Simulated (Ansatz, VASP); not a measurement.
## WC (Qusongite) in two plane-wave programs

One calculation is typed for both programs; each brings its own data sets. How far apart do they land? The cell is taken from a series of runs on this material, whose earlier steps may have relaxed, scaled, displaced or heated it; both programs get it as it stands.

Main program and level: Ansatz 0.2.0; plane waves, with VASP 6.6.1 beside it; zone-centre phonons at LDA.

### 1. Set-up

It takes space group P-6m2 (No. 187, hexagonal). Conventional cell: a = 2.946 Å, b = 2.946 Å, c = 2.858 Å, α = 90.00°, β = 90.00°, γ = 120.00°. Nearest to C lie 6 W at 2.22 Å. Nearest to W lie 6 C at 2.22 Å. Farther neighbours are not listed.

As a file:

```xyz
2
Lattice="2.9458 0.0000 0.0000 -1.4729 2.5511 0.0000 0.0000 0.0000 2.8577" Properties=species:S:1:pos:R:3 pbc="T T T"
C     1.4729    0.8504    1.4289
W    -1.4729    2.5511    0.0000
```

### 2. VASP: zone-centre phonons, LDA

Second derivatives magnify differences that forces hide, and they need a tight electronic threshold.

Lines of VASP's logs that name or quote its potential files are left out, and so is its time.

Input file INCAR:

```
SYSTEM = WC
PREC = Accurate
ENCUT = 600
EDIFF = 1E-08
NELM = 120
ISMEAR = 1
SIGMA = 0.2
LREAL = .FALSE.
ALGO = Normal
GGA = PW92
NBANDS = 11
LASPH = .TRUE.
LORBIT = 11
LWAVE = .FALSE.
LCHARG = .FALSE.
ISIF = 2
IBRION = 8
GGA_COMPAT = .FALSE.
KPAR = 2
```

Input file POSCAR:

```
WC
1.0
    2.9457780214      0.0000000000      0.0000000000
   -1.4728890107      2.5511186005      0.0000000000
    0.0000000000      0.0000000000      2.8577155581
C W
1 1
Direct
    0.6666666667      0.3333333333      0.5000000000
    0.0000000000      1.0000000000      0.0000000000
```

Input file KPOINTS:

```
Automatic mesh
0
Gamma
18 18 16
0 0 0
```

The projector-augmented-wave data sets are C and W (LDA family, release 64).

Command:

```bash
$ mpirun -np 2 vasp_std
```

Numbers of over 12 decimals in the logs are rounded to 6 here.

The program printed:

```text
[banner, memory and clock lines left out]
running    2 mpi-ranks, on    1 nodes
 distrk:  each k-point on    1 cores,    2 groups
 distr:  one band on    1 cores,    1 groups

 POSCAR found type information on POSCAR C W
 POSCAR found :  2 types and       2 ions
|                                                                             |
|               ----> ADVICE to this user running VASP <----                  |
|                                                                             |
|     You enforced a specific xc type in the INCAR file but a different       |
|     [... a line on the potential file left out ...]
|     I HOPE YOU KNOW WHAT YOU ARE DOING!                                     |
|                                                                             |

 LDA part: xc-table for (Slater(with rela. corr.)+PW92), standard interpolation
 POSCAR, INCAR and KPOINTS ok, starting setup
 FFT: planning ... GRIDC
 FFT: planning ... GRID_SOFT
 FFT: planning ... GRID
 WAVECAR not read
 entering main loop
       N       E                     dE             d eps       ncg     rms          rms(c)
DAV:   1     0.228159863923E+02    0.22816E+02   -0.54798E+03  7326   0.923E+02
DAV:   2    -0.259014113789E+02   -0.48717E+02   -0.46378E+02  8688   0.198E+02
DAV:   3    -0.279022584790E+02   -0.20008E+01   -0.19791E+01  9013   0.341E+01
DAV:   4    -0.279138715731E+02   -0.11613E-01   -0.11611E-01  7986   0.305E+00
DAV:   5    -0.279139116123E+02   -0.40039E-04   -0.40038E-04  8779   0.184E-01    0.315E+01
DAV:   6    -0.248868267642E+02    0.30271E+01   -0.14912E+01  8523   0.226E+01    0.925E+00
DAV:   7    -0.247809503805E+02    0.10588E+00   -0.83582E-01  7533   0.708E+00    0.772E+00
DAV:   8    -0.247346639175E+02    0.46286E-01   -0.14934E-01  8048   0.294E+00    0.249E+00
DAV:   9    -0.247271261578E+02    0.75378E-02   -0.17269E-02  7914   0.869E-01    0.112E-01
DAV:  10    -0.247269598168E+02    0.16634E-03   -0.76875E-04  8318   0.235E-01    0.109E-01
DAV:  11    -0.247269489453E+02    0.10872E-04   -0.64283E-05  8650   0.539E-02    0.750E-03
DAV:  12    -0.247269486299E+02    0.31542E-06   -0.44492E-06  8279   0.143E-02    0.949E-03
DAV:  13    -0.247269485508E+02    0.79078E-07   -0.39209E-07  8368   0.528E-03    0.134E-03
DAV:  14    -0.247269485502E+02    0.61823E-09   -0.16355E-08  4782   0.969E-04
   1 F= -.24726949E+02 E0= -.24726748E+02  d E =-.601664E-03
 Linear response reoptimize wavefunctions to high precision
DAV:   1    -0.247269485500E+02    0.19088E-09   -0.35422E-09  7939   0.477E-04
DAV:   2    -0.247269485500E+02   -0.13870E-10   -0.56593E-11  3807   0.654E-05
 Linear response DOF=           4
 Linear response progress:
  Degree of freedom:   1/  4
       N       E                     dE             d eps       ncg     rms          rms(c)
RMM:   1    -0.118874541752E+00   -0.11887E+00    0.21619E-02 72773   0.206E+00
RMM:   2    -0.114487194625E+00    0.43873E-02   -0.23089E-03 50443   0.431E-01    0.199E-01
RMM:   3    -0.114768870340E+00   -0.28168E-03   -0.44687E-04 47915   0.140E-01    0.104E-01
RMM:   4    -0.115507834312E+00   -0.73896E-03   -0.30787E-04 48192   0.110E-01    0.239E-02
RMM:   5    -0.115476047103E+00    0.31787E-04   -0.40164E-06 52393   0.171E-02    0.970E-04
RMM:   6    -0.115486895990E+00   -0.10849E-04   -0.13133E-07 52929   0.201E-03    0.418E-04
RMM:   7    -0.115484151542E+00    0.27444E-05    0.13171E-07 53641   0.347E-04    0.701E-05
RMM:   8    -0.115484250932E+00   -0.99389E-07    0.18870E-07 55124   0.536E-05    0.261E-05
RMM:   9    -0.115484184394E+00    0.66538E-07   -0.23316E-08 55452   0.147E-05    0.582E-06
RMM:  10    -0.115484159878E+00    0.24516E-07   -0.48213E-10 52569   0.465E-06    0.792E-07
RMM:  11    -0.115484159282E+00    0.59617E-09   -0.62273E-10 32214   0.222E-06    0.245E-07
 first order change of Fermi-energy   0.64099E-05
 force on displaced ion       1 direction 1 : -13.653   0.002   0.000
 Linear response progress:
  Degree of freedom:   2/  4
       N       E                     dE             d eps       ncg     rms          rms(c)
RMM:   1    -0.122558520779E+00   -0.12256E+00    0.32116E-02 25507   0.214E+00
RMM:   2    -0.118771621772E+00    0.37869E-02   -0.25914E-03 17903   0.462E-01    0.184E-01
RMM:   3    -0.118885923301E+00   -0.11430E-03   -0.79351E-04 16937   0.180E-01    0.886E-02
RMM:   4    -0.119733022240E+00   -0.84710E-03   -0.53982E-04 17447   0.134E-01    0.207E-02
RMM:   5    -0.119720629193E+00    0.12393E-04   -0.87879E-06 18369   0.205E-02    0.278E-03
RMM:   6    -0.119746530810E+00   -0.25902E-04   -0.59072E-07 18057   0.453E-03    0.537E-04
RMM:   7    -0.119746835040E+00   -0.30423E-06   -0.19648E-08 18897   0.625E-04    0.271E-04
RMM:   8    -0.119745643364E+00    0.11917E-05   -0.99348E-09 18988   0.115E-04    0.303E-05
RMM:   9    -0.119745608732E+00    0.34632E-07    0.12153E-08 19221   0.282E-05    0.580E-06
RMM:  10    -0.119745588856E+00    0.19876E-07   -0.52623E-09 19139   0.641E-06    0.502E-07
RMM:  11    -0.119745589828E+00   -0.97183E-09   -0.20099E-10 12030   0.255E-06    0.314E-07
 first order change of Fermi-energy   0.25232E-03
 force on displaced ion       1 direction 3 :  -0.000  -0.000 -11.445
 Linear response progress:
  Degree of freedom:   3/  4
       N       E                     dE             d eps       ncg     rms          rms(c)
RMM:   1    -0.110336273386E+00   -0.11034E+00   -0.86771E-02 63686   0.184E+00
RMM:   2    -0.107583902120E+00    0.27524E-02   -0.17178E-03 49589   0.317E-01    0.195E-01
RMM:   3    -0.106692052490E+00    0.89185E-03   -0.31883E-04 51595   0.109E-01    0.113E-01
RMM:   4    -0.106292562433E+00    0.39949E-03   -0.48187E-04 51531   0.133E-01    0.171E-02
RMM:   5    -0.106319542898E+00   -0.26980E-04   -0.23368E-08 53584   0.145E-02    0.336E-03
RMM:   6    -0.106324306382E+00   -0.47635E-05   -0.82022E-08 53464   0.155E-03    0.109E-03
RMM:   7    -0.106325401060E+00   -0.10947E-05    0.36532E-08 53753   0.679E-04    0.144E-04
RMM:   8    -0.106324715867E+00    0.68519E-06    0.21599E-07 55773   0.128E-04    0.239E-05
RMM:   9    -0.106324687165E+00    0.28702E-07   -0.89967E-10 55712   0.237E-05    0.563E-06
RMM:  10    -0.106324687281E+00   -0.11641E-09    0.41916E-09 57069   0.102E-05    0.363E-06
 first order change of Fermi-energy  -0.62771E-04
 force on displaced ion       2 direction 1 : -13.657   0.002   0.000
 Linear response progress:
  Degree of freedom:   4/  4
       N       E                     dE             d eps       ncg     rms          rms(c)
RMM:   1    -0.115239360600E+00   -0.11524E+00   -0.96040E-02 23428   0.190E+00
RMM:   2    -0.111462162069E+00    0.37772E-02   -0.22065E-03 17495   0.372E-01    0.165E-01
RMM:   3    -0.110858997056E+00    0.60317E-03   -0.21264E-04 18212   0.996E-02    0.915E-02
RMM:   4    -0.110768922665E+00    0.90074E-04   -0.34546E-04 17956   0.122E-01    0.129E-02
RMM:   5    -0.110791335668E+00   -0.22413E-04   -0.28717E-06 18962   0.126E-02    0.388E-03
RMM:   6    -0.110803295893E+00   -0.11960E-04   -0.17555E-08 18950   0.155E-03    0.123E-03
RMM:   7    -0.110806142878E+00   -0.28470E-05   -0.54933E-09 18902   0.677E-04    0.264E-04
RMM:   8    -0.110806235914E+00   -0.93036E-07   -0.64809E-09 19493   0.136E-04    0.926E-05
RMM:   9    -0.110805781119E+00    0.45480E-06   -0.46462E-09 19570   0.478E-05    0.506E-06
RMM:  10    -0.110805774585E+00    0.65340E-08   -0.19823E-09 20064   0.890E-06    0.206E-06
 first order change of Fermi-energy  -0.38991E-03
 force on displaced ion       2 direction 3 :  -0.000   0.000 -11.449
 Linear response finished
```

From OUTCAR (step 2):

```text
ion  position               nearest neighbor table
   1  0.667  0.333  0.500-   2 2.22   2 2.22   2 2.22   2 2.22   2 2.22   2 2.22
   2  0.000  0.000  0.000-   1 2.22   1 2.22   1 2.22   1 2.22   1 2.22   1 2.22

  LATTYP: Found a hexagonal cell.
 ALAT       =     2.9457780214
 C/A-ratio  =     0.9701055332

 Subroutine GETGRP returns: Found 12 space group operations
 (whereof 12 operations were pure point group operations)

The static configuration has the point symmetry D_3h.

 Found    333 irreducible k-points:

   k-points           NKPTS =    333   k-points in BZ     NKDIM =    333   number of bands    NBANDS=     11

   dimension x,y,z NGX =    24 NGY =   24 NGZ =   24
   dimension x,y,z NGXF=    48 NGYF=   48 NGZF=   48

   ENCUT  =  600.0 eV  44.10 Ry    6.64 a.u.   5.88  5.88  5.71*2*pi/ulx,y,z

   NELECT =      10.0000    total number of electrons

 k-points in reciprocal lattice and weights: Automatic mesh
   0.00000000  0.00000000  0.00000000       0.000
   0.05555556  0.00000000  0.00000000       0.001
   0.11111111  0.00000000  0.00000000       0.001
   0.16666667 -0.00000000  0.00000000       0.001
   0.22222222  0.00000000  0.00000000       0.001
   0.27777778  0.00000000  0.00000000       0.001
   0.33333333 -0.00000000  0.00000000       0.001
   0.38888889  0.00000000  0.00000000       0.001
   0.44444444  0.00000000  0.00000000       0.001
[...]
0.33333333  0.27777778  0.50000000       0.002
   0.33333333  0.33333333  0.50000000       0.000

 average (electrostatic) potential at core
       1 -50.6980       2 -38.1217

  Total       -2.9816029     -2.9816029     -2.9841116      0.0000000     -0.0000000      0.0000000
  in kB     -222.4388860   -222.4388860   -222.6260514      0.0000000     -0.0000000      0.0000000
  external PRESSURE =    -222.5012745 kB  Pullay stress =       0.0000000 kB

  energy-cutoff  :      600.00
  volume of cell :       21.48
      direct lattice vectors                 reciprocal lattice vectors
     2.945778021  0.000000000  0.000000000     0.339468892  0.195992456  0.000000000
    -1.472889011  2.551118601  0.000000000     0.000000000  0.391984912  0.000000000
     0.000000000  0.000000000  2.857715558     0.000000000  0.000000000  0.349929858

 POSITION                                       TOTAL-FORCE (eV/Angst)
 -----------------------------------------------------------------------------------
      1.47289      0.85037      1.42886        -0.000000     -0.000000      0.000000
      0.00000      0.00000      0.00000         0.000000      0.000000      0.000000
 -----------------------------------------------------------------------------------
    total drift:                               -0.000000      0.000000      0.000000

 Eigenvectors and eigenvalues of the dynamical matrix
 ----------------------------------------------------

   1 f  =   17.203946 THz   108.095578 2PiTHz  573.861856 cm-1    71.149770 meV
             X         Y         Z           dx          dy          dz
      1.472889  0.850373  1.428858    -0.000000   -0.968846    0.000000
      0.000000  0.000000  0.000000     0.000000    0.247663    0.000000

   2 f  =   17.203946 THz   108.095578 2PiTHz  573.861856 cm-1    71.149770 meV
             X         Y         Z           dx          dy          dz
      1.472889  0.850373  1.428858    -0.968846    0.000000    0.000000
      0.000000  0.000000  0.000000     0.247663   -0.000000    0.000000

   3 f  =   15.751120 THz    98.967206 2PiTHz  525.400809 cm-1    65.141369 meV
             X         Y         Z           dx          dy          dz
      1.472889  0.850373  1.428858     0.000000    0.000000    0.968843
      0.000000  0.000000  0.000000    -0.000000    0.000000   -0.247675

   4 f/i=    0.000459 THz     0.002886 2PiTHz    0.015323 cm-1     0.001900 meV
             X         Y         Z           dx          dy          dz
      1.472889  0.850373  1.428858     0.247663   -0.000000   -0.000000
      0.000000  0.000000  0.000000     0.968846    0.000000    0.000000

   5 f/i=    0.000459 THz     0.002886 2PiTHz    0.015323 cm-1     0.001900 meV
             X         Y         Z           dx          dy          dz
      1.472889  0.850373  1.428858     0.000000   -0.247663   -0.000000
      0.000000  0.000000  0.000000    -0.000000   -0.968846   -0.000000

   6 f/i=    0.000616 THz     0.003870 2PiTHz    0.020545 cm-1     0.002547 meV
             X         Y         Z           dx          dy          dz
      1.472889  0.850373  1.428858     0.000000   -0.000000    0.247675
      0.000000  0.000000  0.000000    -0.000000   -0.000000    0.968843

 ELASTIC MODULI CONTR FROM IONIC RELAXATION (kBar)
 Direction    XX          YY          ZZ          XY          YZ          ZX
 --------------------------------------------------------------------------------
 XX         -68.4987     68.4987      0.0000      0.0000      0.0000     -0.0000
 YY          68.4987    -68.4987      0.0000      0.0000      0.0000      0.0000
 ZZ           0.0000      0.0000      0.0000      0.0000      0.0000      0.0000
 XY           0.0000      0.0000      0.0000    -68.4987      0.0000     -0.0000
 YZ           0.0000      0.0000      0.0000      0.0000      0.0000      0.0000
 ZX          -0.0000      0.0000      0.0000     -0.0000      0.0000     -0.0000
 --------------------------------------------------------------------------------
```

Energies printed during the response cycles are not total energies of the cell. The data set W keeps the semicore shell frozen, which is cheaper and a little less accurate.

(Continued in part 2 of 2.)

[Lines on the potential files, build, host, timing and source positions are cut from VASP's logs without a mark.]

[Logs are printed without paths, hosts, clocks, repeated set-up lines and the standing remarks that a program may print on its own settings, such as how far it seeks lower states.]

[Hosts, paths, dates, database ids (printed as entryN), source tags and the programs' standing remarks are cut or masked in the printed files.]
